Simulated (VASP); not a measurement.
Input for VASP

### INCAR
```
# general
SYSTEM=Li2O
PREC  =Accurate
ENCUT =520
LREAL =.False.
LASPH =.True.

# electronic loop
EDIFF =1E-6
NELM  =100
ALGO  =Normal

# smearing
ISMEAR=0
SIGMA =0.05

# functional
GGA   =RP

# ions
IBRION=2
NSW   =60
ISIF  =3
EDIFFG=-0.02

# output
LWAVE =.False.
LCHARG=.False.
```

### POSCAR
```
Li2O
1
    0.0000000000     2.3452793050     2.3452793050
    2.3452793050     0.0000000000     2.3452793050
    2.3452793050     2.3452793050     0.0000000000
Li O
2 1
Direct
  0.2500000000   0.2500000000   0.2500000000
  0.7500000000   0.7500000000   0.7500000000
  0.0000000000   0.0000000000   0.0000000000
```

File KPOINTS:
```
Automatic mesh
0
Gamma
7 7 7
0 0 0
```

POTCAR, in this order: Li_sv O (PBE.64 set). Program: vasp_std.

Q: Translate this RPBE calculation to Quantum ESPRESSO's pw.x.

A: One equivalent input (not run):
```
&CONTROL
  calculation = 'vc-relax'
  pseudo_dir = './pseudo'
  outdir = './out'
  tprnfor = .true.
  tstress = .true.
  nstep = 60
  forc_conv_thr = 0.00078
/
&SYSTEM
  ibrav = 0
  nat = 3
  ntyp = 2
  ecutwfc = 84
  occupations = 'smearing'
  smearing = 'gaussian'
  degauss = 0.003675
  input_dft = 'rpbe'
/
&ELECTRONS
  conv_thr = 7.3e-08
  electron_maxstep = 100
/
&IONS
/
&CELL
/
ATOMIC_SPECIES
  Li 6.940 Li.upf
  O 15.999 O.upf
CELL_PARAMETERS angstrom
     0.0000000    2.3452793    2.3452793
     2.3452793    0.0000000    2.3452793
     2.3452793    2.3452793    0.0000000
ATOMIC_POSITIONS crystal
  Li   0.2500000  0.2500000  0.2500000
  Li   0.7500000  0.7500000  0.7500000
  O    0.0000000  0.0000000  0.0000000
K_POINTS automatic
  7 7 7 0 0 0
```
Limits of the translation: the potentials are each code's own (VASP's PAW set, PseudoDojo norm-conserving files in pw.x), so ENCUT and ecutwfc are chosen apart and not converted; conv_thr bounds pw.x's estimated SCF error, while EDIFF bounds the energy change between steps; forc_conv_thr acts on force components and is met together with etot_conv_thr.

The compound is Li2O in the antifluorite structure. It was relaxed first. The start is the result of an earlier pass.
